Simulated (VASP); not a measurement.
Output of a VASP run:

**OUTCAR**
```
 ion  position               nearest neighbor table
   1  0.667  0.333  0.500-   4 2.30   4 2.30   4 2.30   3 2.31
   2  0.333  0.667  0.000-   3 2.30   3 2.30   3 2.30   4 2.31
   3  0.667  0.333  0.875-   2 2.30   2 2.30   2 2.30   1 2.31
   4  0.333  0.667  0.375-   1 2.30   1 2.30   1 2.30   2 2.31
  LATTYP: Found a hexagonal cell.
 ALAT       =     3.7574489289
 C/A-ratio  =     1.6386811341
 Subroutine PRICEL returns:
 Original cell was already a primitive cell.
 Subroutine GETGRP returns: Found 12 space group operations
The static configuration has the point symmetry C_3v.
 The point group associated with its full space group is C_6v.
The dynamic configuration has the point symmetry C_3v.
 Subroutine INISYM returns: Found 12 space group operations
 Subroutine IBZKPT returns following result:
 Found     24 irreducible k-points:

 Following reciprocal coordinates:
            Coordinates               Weight
  0.000000  0.000000  0.000000      1.000000
  0.142857  0.000000  0.000000      6.000000
  0.285714  0.000000  0.000000      6.000000
  0.428571  0.000000  0.000000      6.000000
  0.142857  0.142857  0.000000      6.000000
  0.285714  0.142857  0.000000     12.000000
  0.428571  0.142857  0.000000      6.000000
  0.285714  0.285714  0.000000      6.000000
  0.000000  0.000000  0.250000      2.000000
  0.142857  0.000000  0.250000     12.000000
  0.285714  0.000000  0.250000     12.000000
  0.428571  0.000000  0.250000     12.000000
  0.142857  0.142857  0.250000     12.000000
  0.285714  0.142857  0.250000     24.000000
  0.428571  0.142857  0.250000     12.000000
  0.285714  0.285714  0.250000     12.000000
  0.000000  0.000000  0.500000      1.000000
  0.142857  0.000000  0.500000      6.000000
  0.285714  0.000000  0.500000      6.000000
  0.428571  0.000000  0.500000      6.000000
  0.142857  0.142857  0.500000      6.000000
  0.285714  0.142857  0.500000     12.000000
  0.428571  0.142857  0.500000      6.000000
  0.285714  0.285714  0.500000      6.000000
   k-points           NKPTS =     24   k-points in BZ     NKDIM =     24   number of bands    NBANDS=     22
   number of dos      NEDOS =    301   number of ions     NIONS =      4
   total plane-waves  NPLWV =  37632
   dimension x,y,z NGX =    28 NGY =   28 NGZ =   48
   dimension x,y,z NGXF=    56 NGYF=   56 NGZF=   96
   ions per type =               2   2
   PREC   = accura    normal or accurate (medium, high low for compatibility)
   ISTART =      0    job   : 0-new  1-cont  2-samecut
   ICHARG =      2    charge: 1-file 2-atom 10-const
   ISPIN  =      1    spin polarized calculation?
   LNONCOLLINEAR =      F non collinear calculations
   LSORBIT =      F    spin-orbit coupling
   INIWAV =      1    electr: 0-lowe 1-rand  2-diag
   ENCUT  =  520.0 eV  38.22 Ry    6.18 a.u.   6.99  6.99 11.45*2*pi/ulx,y,z
   NELM   =    100;   NELMIN=  2; NELMDL= -5     # of ELM steps
   EDIFF  = 0.1E-06   stopping-criterion for ELM
   LREAL  =      F    real-space projection
   NLSPLINE    = F    spline interpolate recip. space projectors
   LMAXMIX     =    4 max onsite mixed and CHGCAR
   VOSKOWN=      0    Vosko Wilk Nusair interpolation
   EDIFFG = -.1E-01   stopping-criterion for IOM
   NSW    =     30    number of steps for IOM
   NBLOCK =      1;   KBLOCK =     30    inner block; outer block
   IBRION =      2    ionic relax: 0-MD 1-quasi-New 2-CG
   NFREE  =      1    steps in history (QN), initial steepest desc. (CG)
   ISIF   =      4    stress and relaxation
   ISYM   =      2    0-nonsym 1-usesym 2-fastsym
   TEIN   =    0.0    initial temperature
   TEBEG  =    0.0;   TEEND  =   0.0 temperature during run
   SMASS  =  -3.00    Nose mass-parameter (am)
   PSTRESS=    0.0 pullay stress
   NELECT =      36.0000    total number of electrons
   EFERMI =   0.00;   METHOD = LEGACY
   ISMEAR =     0;   SIGMA  =   0.05  broadening in eV -4-tet -1-fermi 0-gaus
   IALGO  =     38    algorithm
   LDIAG  =      T    sub-space diagonalisation (order eigenvalues)
...
```

### OSZICAR
```
...
DAV:  16    -0.366908140936E+02   -0.25674E-03   -0.20159E-04  1170   0.120E-01    0.164E-02
DAV:  17    -0.366908482707E+02   -0.34177E-04   -0.97156E-06  1224   0.375E-02    0.522E-03
DAV:  18    -0.366908388691E+02    0.94015E-05   -0.39382E-06  1242   0.153E-02    0.245E-03
DAV:  19    -0.366908479477E+02   -0.90786E-05   -0.24349E-06  1152   0.145E-02    0.540E-04
DAV:  20    -0.366908449578E+02    0.29899E-05   -0.18788E-07   790   0.524E-03    0.530E-04
DAV:  21    -0.366908450585E+02   -0.10062E-06   -0.21864E-08   678   0.257E-03    0.489E-04
DAV:  22    -0.366908445665E+02    0.49192E-06   -0.15080E-08   612   0.257E-03    0.339E-04
DAV:  23    -0.366908448625E+02   -0.29596E-06   -0.83003E-09   636   0.823E-04    0.898E-05
DAV:  24    -0.366908449487E+02   -0.86191E-07   -0.13136E-09   612   0.330E-04
   1 F= -.36690845E+02 E0= -.36690845E+02  d E =-.366908E+02
       N       E                     dE             d eps       ncg     rms          rms(c)
DAV:   1    -0.366910703969E+02   -0.22553E-03   -0.18150E-02  1062   0.977E-01    0.781E-02
DAV:   2    -0.366910149306E+02    0.55466E-04   -0.42268E-04  1352   0.261E-01    0.466E-02
DAV:   3    -0.366909636113E+02    0.51319E-04   -0.75601E-05  1194   0.106E-01    0.131E-02
DAV:   4    -0.366909734310E+02   -0.98197E-05   -0.33496E-05  1080   0.506E-02    0.775E-03
DAV:   5    -0.366909730638E+02    0.36723E-06   -0.62830E-06  1068   0.256E-02    0.602E-03
DAV:   6    -0.366909763761E+02   -0.33124E-05   -0.22103E-06  1104   0.141E-02    0.133E-03
DAV:   7    -0.366909728985E+02    0.34776E-05   -0.16760E-06  1074   0.123E-02    0.127E-03
DAV:   8    -0.366909739482E+02   -0.10497E-05   -0.60648E-08   798   0.250E-03    0.620E-04
DAV:   9    -0.366909737480E+02    0.20021E-06   -0.59497E-09   588   0.660E-04    0.446E-04
DAV:  10    -0.366909740536E+02   -0.30557E-06   -0.46329E-09   570   0.557E-04    0.259E-04
DAV:  11    -0.366909736901E+02    0.36347E-06   -0.45587E-09   558   0.571E-04    0.535E-05
DAV:  12    -0.366909738420E+02   -0.15188E-06   -0.95372E-10   546   0.238E-04    0.308E-05
DAV:  13    -0.366909738082E+02    0.33751E-07   -0.16413E-10   546   0.104E-04
   2 F= -.36690974E+02 E0= -.36690974E+02  d E =-.128860E-03
       N       E                     dE             d eps       ncg     rms          rms(c)
DAV:   1    -0.366915720560E+02   -0.59821E-03   -0.90464E-02  1062   0.218E+00    0.174E-01
DAV:   2    -0.366912851865E+02    0.28687E-03   -0.21062E-03  1352   0.581E-01    0.104E-01
DAV:   3    -0.366910536065E+02    0.23158E-03   -0.37726E-04  1188   0.235E-01    0.293E-02
DAV:   4    -0.366910746596E+02   -0.21053E-04   -0.16719E-04  1074   0.113E-01    0.174E-02
DAV:   5    -0.366910871603E+02   -0.12501E-04   -0.31098E-05  1056   0.571E-02    0.135E-02
DAV:   6    -0.366910885133E+02   -0.13530E-05   -0.10548E-05  1092   0.312E-02    0.304E-03
DAV:   7    -0.366910868327E+02    0.16806E-05   -0.78721E-06  1062   0.270E-02    0.291E-03
DAV:   8    -0.366910891059E+02   -0.22732E-05   -0.30590E-07  1068   0.550E-03    0.142E-03
DAV:   9    -0.366910886972E+02    0.40872E-06   -0.24151E-08   564   0.134E-03    0.101E-03
DAV:  10    -0.366910893147E+02   -0.61743E-06   -0.16630E-08   558   0.106E-03    0.680E-04
DAV:  11    -0.366910885317E+02    0.78295E-06   -0.23341E-08   558   0.130E-03    0.178E-04
DAV:  12    -0.366910888849E+02   -0.35319E-06   -0.51832E-09   546   0.629E-04    0.699E-05
DAV:  13    -0.366910888762E+02    0.86907E-08   -0.86356E-10   546   0.293E-04
   3 F= -.36691089E+02 E0= -.36691089E+02  d E =-.243928E-03
```

**OUTCAR**
```
------------------------ aborting loop because EDIFF is reached ----------------------------------------
  FORCE on cell =-STRESS in cart. coord.  units (eV):
  Direction    XX          YY          ZZ          XY          YZ          ZX
  --------------------------------------------------------------------------------------
  Total        1.2246776      1.2246775      1.2307041      0.0000000      0.0000000      0.0000000
  in kB       26.0632156     26.0632149     26.1914711      0.0000000      0.0000000      0.0000000
  external PRESSURE =      26.1059672 kB  Pullay stress =       0.0000000 kB
  volume of cell :       75.28
      direct lattice vectors                 reciprocal lattice vectors
     1.876840981 -3.250783891 -0.000000000     0.266405095 -0.153809056  0.000000000
     1.876840981  3.250783891  0.000000000     0.266405095  0.153809056  0.000000000
     0.000000000  0.000000000  6.169625105     0.000000000 -0.000000000  0.162084403
  FREE ENERGIE OF THE ION-ELECTRON SYSTEM (eV)
  ---------------------------------------------------
  free  energy   TOTEN  =       -36.6910888762 eV

  energy  without entropy=      -36.6910888762  energy(sigma->0) =      -36.69108888

 reached required accuracy - stopping structural energy minimisation
```
(Selected blocks of OUTCAR.)

File POSCAR:
```
ZnS
1
    1.8787244823    -3.2540462156     0.0000000000
    1.8787244823     3.2540462156     0.0000000000
    0.0000000000     0.0000000000     6.1572606722
Zn S
2 2
Direct
  0.6666670000   0.3333330000   0.5002087878
  0.3333330000   0.6666670000   0.0002087878
  0.6666670000   0.3333330000   0.8747912122
  0.3333330000   0.6666670000   0.3747912122
```

### Question
Write an INCAR and KPOINTS that could have produced this output.

### Answer
Several could match; the one computed here: the input of the run itself, r2SCAN+rVV10, plane waves, VASP's PBE PAW potentials (set 64).

### INCAR
```
# general
SYSTEM  =ZnS
PREC    =Accurate
ENCUT   =520
LREAL   =.FALSE.
LASPH   =.TRUE.

# electronic loop
EDIFF   =1E-7
NELM    =100
ALGO    =Normal
LMAXMIX =4
LMIXTAU =.TRUE.

# smearing
ISMEAR  =0
SIGMA   =0.05

# functional
METAGGA =R2SCAN
LUSE_VDW=.TRUE.
BPARAM  =11.95
CPARAM  =0.0093

# ions
IBRION  =2
NSW     =30
ISIF    =4
EDIFFG  =-0.01

# output
LWAVE   =.FALSE.
LCHARG  =.FALSE.
```

### KPOINTS
```
Automatic mesh
0
Gamma
7 7 4
0 0 0
```

POTCAR, in this order: Zn S (PBE.64 set). Program: vasp_std.

The compound is ZnS in the wurtzite structure, the high-temperature form. This cell is one point of a volume scan, at 0.97 of the reference volume. Symmetry was kept, so distortions that lower it aren't found.
